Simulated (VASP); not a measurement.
A run of VASP 6.6.1 is set up as follows.

The input INCAR:

```
PREC     = Accurate       # precision mode
ENCUT    = 520            # plane-wave cutoff, eV
EDIFF    = 1E-7           # SCF threshold, eV
ISMEAR   = -1             # smearing method
SIGMA    = 0.05           # smearing width, eV
LREAL    = F              # projectors in reciprocal space
LASPH    = T              # aspherical terms in the spheres
NELM     = 100            # most SCF steps
ALGO     = Normal         # electronic algorithm
ISIF     = 2              # what is computed and relaxed
LWAVE    = F              # write WAVECAR
LCHARG   = F              # write CHGCAR
NBANDS   = 28             # bands
```

KPOINTS

```
Automatic mesh
0
Gamma
  6 6 6
```

The input POSCAR:

```
NaAg3
1.0
    4.3544817918      0.0000000000      0.0000000000
    0.0000000000      4.3544817918      0.0000000000
    0.0000000000      0.0000000000      4.3544817918
Na Ag
1 3
Direct
    0.0000000000      0.0000000000      0.0000000000
    0.0000000000      0.5000000000      0.5000000000
    0.5000000000      0.0000000000      0.5000000000
    0.5000000000      0.5000000000      0.0000000000
```

Potentials or basis: VASP PAW LDA potentials, release 64 (Na_pv, Ag).

Launch:

```sh
$ cat potpaw_LDA.64/Na_pv/POTCAR potpaw_LDA.64/Ag/POTCAR > POTCAR
$ mpirun -np 1 vasp_std > vasp.out
```

**Question.** What does it give for the band gap on the k mesh?

**Answer.** None (metal or under the smearing width).

**Question.** What does it give for the pressure?

**Answer.** -9.6 GPa.
